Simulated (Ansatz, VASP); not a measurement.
# Cross-check of NiSnTe2S2 (1T-SnS2 under 1T-NiTe2, AA') between VASP and Ansatz

One calculation is typed for both programs; each brings its own data sets. How far apart do they land? The structure shown is the start of the Ansatz relaxation below; VASP solves that cell, so the two are compared at the walk's first step.

Method: plane waves, with VASP 6.6.1 beside it; single point at LDA, in Ansatz 0.2.0.

### 1. The structure

The cell holds 6 atoms: 2 S, 1 Sn, 2 Te and 1 Ni. Cell: a = 3.740 Å, b = 3.740 Å, c = 45.969 Å, α = 90.0°, β = 90.0°, γ = 120.0°. Vacuum lies along c.

Coordinates:

```cif
data_structure
_symmetry_space_group_name_H-M 'P 1'
_symmetry_Int_Tables_number 1
_cell_length_a 3.7400
_cell_length_b 3.7400
_cell_length_c 45.9691
_cell_angle_alpha 90.000
_cell_angle_beta 90.000
_cell_angle_gamma 120.000
_cell_volume 556.85
loop_
_atom_site_label
_atom_site_type_symbol
_atom_site_fract_x
_atom_site_fract_y
_atom_site_fract_z
_atom_site_occupancy
S1 S 0.66667 0.33333 0.41876 1
S2 S 0.33333 0.66667 0.45825 1
Sn3 Sn 0.00000 0.00000 0.43850 1
Te4 Te 0.66667 0.33333 0.52677 1
Te5 Te 0.00000 0.00000 0.58124 1
Ni6 Ni 0.33333 0.66667 0.55401 1
```

### 2. Ansatz: relaxation, LDA

Ansatz runs on its default PAW (the set named soft_2) files.

The two programs are compared at the cell with which this relaxation starts, whose forces are those of its first step.

File input.yaml:

```yaml
crystal:
  lattice:
    - [3.74, 0.0, 0.0]
    - [-1.87, 3.2389350102, 0.0]
    - [0.0, 0.0, 45.9691285056]
  atoms:
    - { symbol: S, position: [0.6666666667, 0.3333333333, 0.4187592984] }
    - { symbol: Sn, position: [0.0, 0.0, 0.4385026229] }
    - { symbol: S, position: [0.3333333333, 0.6666666667, 0.4582459474] }
    - { symbol: Te, position: [0.6666666667, 0.3333333333, 0.5267701963] }
    - { symbol: Ni, position: [0.3333333333, 0.6666666667, 0.5540054489] }
    - { symbol: Te, position: [0.0, 0.0, 0.5812407016] }
  periodic: [true, true, false]
kpoints:
  mp_grid: { grid: [12, 12, 1] }
hamiltonian:
  xc: lda
scf:
  occupations: { method: fermi_dirac, width: 0.05 }
  convergence: { dr2_threshold: 1.0e-09 }
relax:
  f_tol: 0.004
  max_steps: 90
  cell: {}
output:
  write_potential: true
  write_density: true
  volumetric_format: npy
```

The run is started by

```sh
ansatz run input.yaml --threads 4 --pin off --max-ram 6144MiB --backend cpu --events-out ev --progress --plain --runs-dir out
```

Numbers of over 12 decimals in the logs are rounded to 6 here.

The log of the run:

```text
Warning: relax.cell: scf.convergence.dr2_threshold = 1e-9 eV is looser than the 1.96611434258e-10 eV advised for a relaxation that steers and ends on the stress (1e-10 eV for each atom of the cell: 6, times the square of relax.cell.stress_2d_tol = 0.05 N/m over 17.5 Å (the atoms' height at the walk's start and 5 Å past either face), 2.862e-2 GPa, over a crystal's default 0.05). What an SCF threshold leaves in a stress goes as its square root, and in the free energy as the threshold itself, and one threshold admits the most on a small cell: [figures from the program's tests cut] Set scf.convergence.dr2_threshold to 1.96611434258e-10 eV or tighter. [rest of the remark cut]
Engine: ansatz 0.2.0, aarch64-unknown-linux-gnu
Pseudopotentials: kind: paw
Pseudopotential: S, paw, valence charge 6, recommended cutoff 420 eV (normal), S.paw.azcp
Pseudopotential: Sn, paw, valence charge 14, recommended cutoff 420 eV (normal), Sn.paw.azcp
Pseudopotential: Te, paw, valence charge 16, recommended cutoff 420 eV (normal), Te.paw.azcp
Pseudopotential: Ni, paw, valence charge 18, recommended cutoff 420 eV (normal), Ni.paw.azcp
Functional definition: SPW92
  exchange = slater_x
  correlation = pw_c
Crystal: 6 atoms, lattice volume = 556.852 Å³
Basis set: ecut = 420 eV, 10953 PW (Γ)
Bands: 46, of which v1, the nominal top of the filled ones, is band 38 counted from 1 (37 counted from 0)
Symmetry: 6 space group operations
Space group: P3m1 (ITA 156), of the structure as read, at distance tolerance 8.2e-5 Å
k-points: 19 of 144 (time reversal used)
Non-local potential: S, projectors of the file, l = 0: 2, l = 1: 2, l = 2: 2
Non-local potential: Sn, projectors of the file, l = 0: 2, l = 1: 2, l = 2: 2, l = 3: 2
Non-local potential: Te, projectors of the file, l = 0: 2, l = 1: 2, l = 2: 2, l = 3: 2
Non-local potential: Ni, projectors of the file, l = 0: 3, l = 1: 2, l = 2: 3, l = 3: 1
PAW form: soft (Blöchl's): semilocal exchange-correlation on the pseudo side does not see the compensation charge
PAW frozen core: S, regenerated for the run's functional, and the local potential with it (the file was generated under x = pbe(κ = 0.804, μ = 0.219515), c = pbe(β = 0.066725))
PAW frozen core: Sn, regenerated for the run's functional, and the local potential with it (the file was generated under x = pbe(κ = 0.804, μ = 0.219515), c = pbe(β = 0.066725))
PAW frozen core: Te, regenerated for the run's functional, and the local potential with it (the file was generated under x = pbe(κ = 0.804, μ = 0.219515), c = pbe(β = 0.066725))
PAW frozen core: Ni, regenerated for the run's functional, and the local potential with it (the file was generated under x = pbe(κ = 0.804, μ = 0.219515), c = pbe(β = 0.066725))
PAW one-centre angular grid: S, 110 points (default); XC on 64 Gauss nodes
PAW one-centre angular grid: Sn, 590 points (default); XC on 64 Gauss nodes
PAW one-centre angular grid: Te, 590 points (default); XC on 64 Gauss nodes
PAW one-centre angular grid: Ni, 590 points (default); XC on 64 Gauss nodes
Initial density: superposition of atomic densities (neutral atoms: chi_scale 0, normalization atom), corrected by the library's trained network
Initial wavefunctions: pseudopotential atomic-orbital guess
Functional: x = slater, c = lda
SCF iter   1: F=—  HF=-27045.254776 eV  |F-HF|=—  |Δ(HF+E_count)|=         —  Δρ=5.03e-3  dr2=2.33e-1  ethr=1.77e-3  ⟨swp⟩=19.8  Hψ=6732  notcnv=0  defer=11
preconditioner: auto → LDOS  [metal: Δε(μ)=0.127 eV  Ē_g=8.985 eV  σ=0.050 eV  W_gap=0.49  n_scr=46 (ndim 8)  ℏωp=9.7 eV  f_vac=0.753  D(μ)=1.63/eV (n_scr^D=10)  β→1.0]
SCF iter   2: F=—  HF=-27045.265382 eV  |F-HF|=—  |Δ(HF+E_count)|=   1.06e-2  Δρ=6.41e-3  dr2=3.06e-1  ethr=3.06e-4  ⟨swp⟩=5.4  Hψ=2098  notcnv=0  defer=28
SCF iter   3: F=—  HF=-27045.217441 eV  |F-HF|=—  |Δ(HF+E_count)|=   4.79e-2  Δρ=9.71e-4  dr2=2.50e-2  ethr=3.06e-4  ⟨swp⟩=5.1  Hψ=1761  notcnv=0  defer=27
SCF iter   4: F=—  HF=-27045.215483 eV  |F-HF|=—  |Δ(HF+E_count)|=   1.96e-3  Δρ=1.00e-3  dr2=4.58e-3  ethr=3.30e-5  ⟨swp⟩=3.5  Hψ=1700  notcnv=0  defer=23
SCF iter   5: F=—  HF=-27045.214937 eV  |F-HF|=—  |Δ(HF+E_count)|=   5.46e-4  Δρ=1.80e-4  dr2=3.66e-4  ethr=6.02e-6  ⟨swp⟩=2.9  Hψ=1430  notcnv=0  defer=23
SCF iter   6: F=—  HF=-27045.214929 eV  |F-HF|=—  |Δ(HF+E_count)|=   7.20e-6  Δρ=1.14e-4  dr2=7.76e-5  ethr=4.81e-7  ⟨swp⟩=3.0  Hψ=1631  notcnv=0  defer=23
[...]
eigensolver tolerance schedule: the retry pair's looser diagonalisation over-reported the residual by 1736.77 of it (diagonalisation noise at 2.85 of the residual, at the tolerance the schedule requests for it); recorded, not acted on — ethr = c·dr2/N_el stays at c = 1.0e-1
preconditioner: auto → LDOS  [metal: Δε(μ)=0.026 eV  Ē_g=8.507 eV  σ=0.050 eV  W_gap=0.13  n_scr=28 (ndim 8)  ℏωp=9.9 eV  f_vac=0.738  D(μ)=3.26/eV (n_scr^D=14)  β→1.0]
SCF iter   2: F=—  HF=-27047.989112 eV  |F-HF|=—  |Δ(HF+E_count)|=   5.21e-5  Δρ=6.49e-5  dr2=2.35e-5  ethr=7.60e-10  ⟨swp⟩=4.9  Hψ=2891  notcnv=0
SCF iter   3: F=—  HF=-27047.989106 eV  |F-HF|=—  |Δ(HF+E_count)|=   5.88e-6  Δρ=8.01e-6  dr2=2.16e-6  ethr=7.60e-10  ⟨swp⟩=2.8  Hψ=1729  notcnv=0
SCF iter   4: F=—  HF=-27047.989111 eV  |F-HF|=—  |Δ(HF+E_count)|=   4.69e-6  Δρ=3.95e-5  dr2=6.04e-6  ethr=7.60e-10  ⟨swp⟩=3.1  Hψ=1902  notcnv=0  recentre
SCF iter   5: F=—  HF=-27047.989110 eV  |F-HF|=—  |Δ(HF+E_count)|=   8.16e-7  Δρ=1.46e-6  dr2=6.51e-8  ethr=7.60e-10  ⟨swp⟩=2.3  Hψ=1619  notcnv=0
SCF iter   6: F=—  HF=-27047.989110 eV  |F-HF|=—  |Δ(HF+E_count)|=   3.69e-7  Δρ=4.59e-7  dr2=8.08e-9  ethr=8.56e-11  ⟨swp⟩=3.5  Hψ=1888  notcnv=0
SCF iter   7: F=-27047.989110 eV  HF=-27047.989110 eV  |F-HF|=3.88e-9  |Δ(HF+E_count)|=   2.41e-8  Δρ=1.57e-7  dr2=8.66e-10  ethr=1.32e-12  ⟨swp⟩=14.7  Hψ=7635  notcnv=0
SCF 10 converged in 7 iterations: F = -27047.989110 eV  dr2 = 8.66e-10
relax step  10: F+E_penalty+E_count = -27047.98911035 eV  Δ(F+E_penalty+E_count) = +1.339e-3 eV  max|allowed force component| = 1.554e-3 eV/Å  Δτ_max = 0.0000 Å  P = -0.033 N/m  Ω = 538.859 Å³  fix = [c, alpha, beta]  reactions: c -0.000 N/m  stress off target by 3.30e-2 N/m on what of the cell is left free  SCF on the basis re-selected at this cell (its energy is not comparable with the rows above)  (7 SCF iters)
basis re-selected at this cell: Δ(F+E_penalty+E_count) = +1.339e-3 eV, ΔP = -0.035 N/m vs the last step (what re-selecting the basis moved, of the pressure what is left beyond the Pulay correction that the steps carried, after the strain that the cell walked since its last selection, with what the two solves' SCF thresholds leave and, on support functions, any second-order correction that the steps lacked; it is no m [...]
WARN: The output density's exchange-correlation potential varies sharply where the density is thin. Do not read a vacuum level from v_tot or v_xc, or from such a field of the output density. On a cell that repeats whose density bears no net charge and no dipole along the vacuum's axis use v_es (v_loc + v_h of the components); under efield.dipole_correction with no amplitude use v_es + v_field, which holds any externa [...]
SCF converged after 7 iterations
Free energy (F): -27047.989110 eV
Harris-Foulkes:  -27047.989110 eV  (|F-HF|=3.88e-9)
Internal energy: -27047.962256 eV  (E = F + TS)
E sigma→0 (E₀):  -27047.975683 eV
Entropy (-TS):   -0.026855 eV (-4.476 meV/atom)
Fermi energy:    -5.054287 eV
--- Per-component energies (eV) ---
  E_band       = -2141.039887
  E_kinetic    = 1054.755015
  E_local      = -377762.848063  (includes V_loc(G=0)·N_el)
  E_nonlocal   = 63.273040
  E_hartree    = 188382.827843
  E_xc         = -904.256897
  E_vxc        = -594.366504  (∫ρ·V_xc dr)
  E_paw        = -15722.359009  (= ΣΔE_a)
  E_vpaw       = -1667.504236  (= ΣTr[D̂ρ^β])
  E_aug_tail   = -0.000014  (compensation charges beyond the density's cutoff)
  E_ewald      = 177838.123094
  E_core_change = 2.522736  (= ΣΔE_core)
  E_smearing   = -0.026855  (= −TS)
  E_closure    = 0.000000  (closes the sum)
  Σ components = -27047.989110   (vs F -27047.989110, Δ=0.00e0)
--- Forces (eV/Å), atoms counted from 1 ---
  atom   1  S      0.00000000    -0.00000000    -0.00096233
  atom   2  Sn     0.00000000    -0.00000000     0.00070191
  atom   3  S      0.00000000     0.00000000     0.00099391
  atom   4  Te     0.00000000     0.00000000     0.00031790
  atom   5  Ni     0.00000000    -0.00000000     0.00034442
  atom   6  Te     0.00000000     0.00000000    -0.00158591
  max |Σ_I F_I| component: 1.90e-4 eV/Å
--- 2D stress c σ (N/m, compression-positive) ---
       -0.033009      -0.000000      -0.000000
        0.000000      -0.033009       0.000000
       -0.000000       0.000000      -0.000000
  P = ½ c Tr σ = -0.0330 N/m
--- Band table (eV; the first three rows and the last of 19) ---
  k-point 0: bands = [... 34 lower, -6.7819, -5.4908, -4.4690, -4.4690, -3.9016, -3.2031, -3.2031, -3.0344, ... 4 higher]
  k-point 1: bands = [... 34 lower, -6.7509, -5.2839, -5.0188, -4.6828, -3.8560, -3.5841, -3.2209, -2.6459, ... 4 higher]
  k-point 2: bands = [... 34 lower, -6.7372, -5.9589, -5.1879, -5.0678, -4.4853, -3.7592, -3.2885, -2.0546, ... 4 higher]
  k-point 18: bands = [... 34 lower, -7.2749, -7.0884, -6.8078, -6.6546, -4.9798, -4.6973, -3.8288, -0.9273, ... 4 higher]
  the weakly bound empty levels are not read free of the cell's end (no_gap_told)
--- Relaxed structure (9 steps of the walk, 9 accepted, 1 SCFs on fresh bases) ---
  F+E_penalty+E_count = -27047.98911035 eV   max|allowed force component| = 1.554e-3 eV/Å   (the final SCF, on the basis selected at the relaxed cell)
  cell:  # Å, volume = 538.8590 Å³
    - [3.679079, 0, 0]
    - [-1.839539, 3.186176, 0]
    - [0, 0, 45.9691285056]
  atoms:
    - { symbol: S, position: [0.666667, 0.333333, 0.405322] }
    - { symbol: Sn, position: [-3.0213283925019882e-18, 0, 0.436585] }
    - { symbol: S, position: [0.333333, 0.666667, 0.468947] }
    - { symbol: Te, position: [0.666667, 0.333333, 0.526532] }
    - { symbol: Ni, position: [0.333333, 0.666667, 0.555494] }
    - { symbol: Te, position: [5.36303141490713e-18, 0, 0.584644] }
```

The column dr2 measures how far the density is from self-consistency, as an energy; F and HF (Harris–Foulkes) agree once it is small.

### 3. VASP: single point, LDA, start cell

The same cell, functional (in two slightly different forms), mesh and smearing now go to VASP, with its own data sets.

Lines of VASP's logs that name or quote its potential files are left out, and so is its time.

File INCAR:

```
SYSTEM = NiSnTe2S2
PREC = Accurate
ENCUT = 520
EDIFF = 1E-06
NELM = 120
ISMEAR = -1
SIGMA = 0.05
LREAL = .FALSE.
ALGO = Normal
GGA = CA
NBANDS = 30
LASPH = .TRUE.
LORBIT = 11
LWAVE = .FALSE.
LCHARG = .FALSE.
ISIF = 2
LDIPOL = .TRUE.
IDIPOL = 3
DIPOL = 0.5 0.5 0.496
LVHAR = .TRUE.
GGA_COMPAT = .FALSE.
NELMDL = -8
KPAR = 2
```

File POSCAR:

```
NiSnTe2S2
1.0
    3.7400000000      0.0000000000      0.0000000000
   -1.8700000000      3.2389350000      0.0000000000
    0.0000000000      0.0000000000     45.9691290000
S Sn Te Ni
2 1 2 1
Direct
    0.6666666667      0.3333333333      0.4187592939
    0.3333333333      0.6666666667      0.4582459459
    0.0000000000      0.0000000000      0.4385026090
    0.6666666667      0.3333333333      0.5267701940
    0.0000000000      0.0000000000      0.5812407061
    0.3333333333      0.6666666667      0.5540054500
```

File KPOINTS:

```
Automatic mesh
0
Gamma
12 12 1
0 0 0
```

The projector-augmented-wave data sets are S, Sn_d, Te and Ni (LDA family, release 64).

The run is started by

```sh
mpirun -np 2 vasp_std
```

The log of the run:

```text
[banner, memory and clock lines left out]
running    2 mpi-ranks, on    1 nodes
 distrk:  each k-point on    1 cores,    2 groups
 distr:  one band on    1 cores,    1 groups

 POSCAR found type information on POSCAR S SnTeNi
 POSCAR found :  4 types and       6 ions
 LDA part: xc-table for (Slater(with rela. corr.)+CA(PZ))
 , standard interpolation
 POSCAR, INCAR and KPOINTS ok, starting setup
 FFT: planning ... GRIDC
 FFT: planning ... GRID_SOFT
 FFT: planning ... GRID
 WAVECAR not read
 entering main loop
       N       E                     dE             d eps       ncg     rms          rms(c)
DAV:   1     0.382590658347E+03    0.38259E+03   -0.18068E+04  1308   0.123E+03
DAV:   2     0.234768521197E+02   -0.35911E+03   -0.34999E+03  1552   0.276E+02
DAV:   3    -0.271408585879E+02   -0.50618E+02   -0.49940E+02  1562   0.119E+02
DAV:   4    -0.289612910179E+02   -0.18204E+01   -0.18064E+01  1482   0.251E+01
DAV:   5    -0.290239362621E+02   -0.62645E-01   -0.62588E-01  1738   0.430E+00
DAV:   6    -0.290248178217E+02   -0.88156E-03   -0.88141E-03  1528   0.486E-01
DAV:   7    -0.290248532769E+02   -0.35455E-04   -0.35455E-04  1726   0.995E-02
DAV:   8    -0.290248540162E+02   -0.73930E-06   -0.73887E-06  1436   0.131E-02    0.207E+01
DAV:   9    -0.321753158857E+02   -0.31505E+01   -0.29856E+01  1474   0.954E+01    0.247E+01
DAV:  10    -0.269786654108E+02    0.51967E+01   -0.12275E+01  1402   0.585E+01    0.955E+00
DAV:  11    -0.284060646205E+02   -0.14274E+01   -0.80148E+00  1636   0.419E+01    0.132E+01
DAV:  12    -0.269792841664E+02    0.14268E+01   -0.50456E+00  1446   0.355E+01    0.340E+00
DAV:  13    -0.269443372606E+02    0.34947E-01   -0.32761E-01  1352   0.479E+00    0.264E+00
DAV:  14    -0.269080320728E+02    0.36305E-01   -0.52519E-02  1560   0.368E+00    0.143E+00
[...]
DAV:  27    -0.269024777283E+02   -0.39348E-05   -0.51818E-07   840   0.410E-03    0.293E-02
DAV:  28    -0.269025035202E+02   -0.25792E-04   -0.59929E-06  1218   0.260E-02    0.109E-02
DAV:  29    -0.269025139070E+02   -0.10387E-04   -0.13212E-06   952   0.158E-02    0.736E-03
DAV:  30    -0.269025191280E+02   -0.52210E-05   -0.40836E-07   900   0.400E-03    0.684E-03
DAV:  31    -0.269025296207E+02   -0.10493E-04   -0.73764E-07   846   0.896E-03    0.698E-03
DAV:  32    -0.269025353677E+02   -0.57470E-05   -0.44505E-07   900   0.846E-03    0.318E-03
DAV:  33    -0.269025365674E+02   -0.11998E-05   -0.16724E-07   888   0.205E-03    0.233E-03
DAV:  34    -0.269025372747E+02   -0.70729E-06   -0.35041E-08   792   0.145E-03
   1 F= -.26902537E+02 E0= -.26894206E+02  d E =-.166624E-01
```

(Continued in part 2 of 2.)

[Lines on the potential files, build, host, timing and source positions are cut from VASP's logs without a mark.]

[Logs are printed without paths, hosts, clocks, repeated set-up lines and the standing remarks that a program may print on its own settings, such as how far it seeks lower states.]

[Hosts, paths, dates, database ids (printed as entryN), source tags and the programs' standing remarks are cut or masked in the printed files.]
